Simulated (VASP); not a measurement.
Input of a VASP 6.6.1 run:

INCAR

```
ALGO = Normal
EDIFF = 1E-8
ENCUT = 450
GGA = PE
IBRION = 8
ISIF = 2
ISMEAR = 0
KPAR = 4
LASPH = True
LCHARG = False
LEPSILON = True
LREAL = False
LWAVE = False
NELM = 120
PREC = Accurate
SIGMA = 0.02
```

KPOINTS

```
k-points
0
Gamma
  8 8 8
```

The input POSCAR:

```
Al2O3                                   
1.0
    2.4028313787      1.3872753696      4.3714308429
   -2.4028313787      1.3872753696      4.3714308429
    0.0000000000     -2.7745507393      4.3714308429
  Al              O             
     4     6
Direct
     0.6478601473919312    0.6478601473919312    0.6478601473919312
     0.8521398526080688    0.8521398526080688    0.8521398526080688
     0.1478601473919312    0.1478601473919312    0.1478601473919312
     0.3521398526080688    0.3521398526080688    0.3521398526080688
     0.4438042327246734    0.0561957672753266    0.7500000000000000
     0.9438042327246734    0.2500000000000000    0.5561957672753266
     0.0561957672753266    0.7500000000000000    0.4438042327246734
     0.7500000000000000    0.4438042327246734    0.0561957672753266
     0.2500000000000000    0.5561957672753266    0.9438042327246734
     0.5561957672753266    0.9438042327246734    0.2500000000000000
```

Potentials or basis: VASP PAW PBE potentials, release 64 (Al, O).

Command:

```console
$ cat potpaw_PBE.64/Al/POTCAR potpaw_PBE.64/O/POTCAR > POTCAR
$ mpirun -np 4 vasp_std > vasp.out
```

**Question.** Estimate the electronic dielectric tensor (diagonal).

**Answer.** 3.27, 3.27, 3.23.

**Question.** Predict the Born charges (mean of the diagonal).

**Answer.** Al +2.97; O -1.98 e.

**Question.** Estimate the highest phonon frequency at Γ, LO-TO splitting left out.

**Answer.** 722 cm⁻¹.

**Question.** What does it give for the band gap on the k mesh?

**Answer.** 5.87 eV, direct.

Born effective charge tensors (e):
atom 1, Al
```
 2.98 -0.03  0.00
 0.03  2.98  0.00
 0.00  0.00  2.95
```
atom 2, Al
```
 2.98  0.03  0.00
-0.03  2.98  0.00
 0.00  0.00  2.95
```
atom 3, Al
```
 2.98  0.03  0.00
-0.03  2.98  0.00
 0.00  0.00  2.95
```
atom 4, Al
```
 2.98 -0.03  0.00
 0.03  2.98  0.00
 0.00  0.00  2.95
```
atom 5, O
```
-2.08  0.00  0.00
 0.00 -1.89  0.27
 0.00  0.36 -1.97
```
atom 6, O
```
-1.94 -0.09  0.23
-0.09 -2.03 -0.13
 0.31 -0.18 -1.97
```
atom 7, O
```
-1.94 -0.09  0.23
-0.09 -2.03 -0.13
 0.31 -0.18 -1.97
```
atom 8, O
```
-1.94  0.09 -0.23
 0.09 -2.03 -0.13
-0.31 -0.18 -1.97
```
atom 9, O
```
-1.94  0.09 -0.23
 0.09 -2.03 -0.13
-0.31 -0.18 -1.97
```
atom 10, O
```
-2.08  0.00  0.00
 0.00 -1.89  0.27
 0.00  0.36 -1.97
```

**What was measured.**

From “Multi-petahertz electron interference in Cr:Al2O3 solid-state material”, 2018, pmc:5906618, for a bulk crystal of Al2O3: band gap 8.7 eV (optical).

Measured gap of Al2O3: 8.7 eV (optical; quoted in “Multi-petahertz electron interference in Cr:Al2O3 solid-state material”, 2018, pmc:5906618). This calculation gives 5.87 eV (-2.83 eV). The value is that of PBE on a finite k mesh, which can miss the band edges, without temperature or zero-point motion. Semilocal functionals fall short of measured gaps as a rule. The cell is a database's relaxed one, not the measured one, which moves gaps too.
